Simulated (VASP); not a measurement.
Runs of VASP 6.6.1 on K3SeI. It takes space group Pm-3m (No. 221, cubic). The conventional cell has a = 6.993 Å, b = 6.993 Å, c = 6.993 Å, α = 90.00°, β = 90.00°, γ = 90.00°. Around I (site symmetry m-3m) lie 6 K at 3.50 Å. K (site symmetry 4/mmm) is surrounded by 2 I at 3.50 Å. The cell comes from a database or a generator and needn't be the stable form of this composition.

```tsv
cell	gap on the mesh (eV)	pressure (GPa)
Pm-3m, 68.4 Å³/atom	0.17	-2.1
Pm-3m, 73.41 Å³/atom	0.09	-2.1
Pm-3m, 69.62 Å³/atom	(a)	-2.1
Pm-3m, 70.87 Å³/atom	0.13	-2.1
```

Alike in all rows: task single point; level LDA; potentials or basis VASP PAW LDA potentials, release 64 (Se, I, K_sv); no spin polarisation; k mesh 4 × 4 × 4; cutoff (eV) 520; smearing gaussian 0.05 eV.

Q: Estimate the missing entries.

A: (a) 0.15.

Caveats: spin-orbit coupling is left out, which moves the levels of the heavy elements.

A k mesh can miss the band edges, and the runs leave out spin-orbit coupling on I, Se.
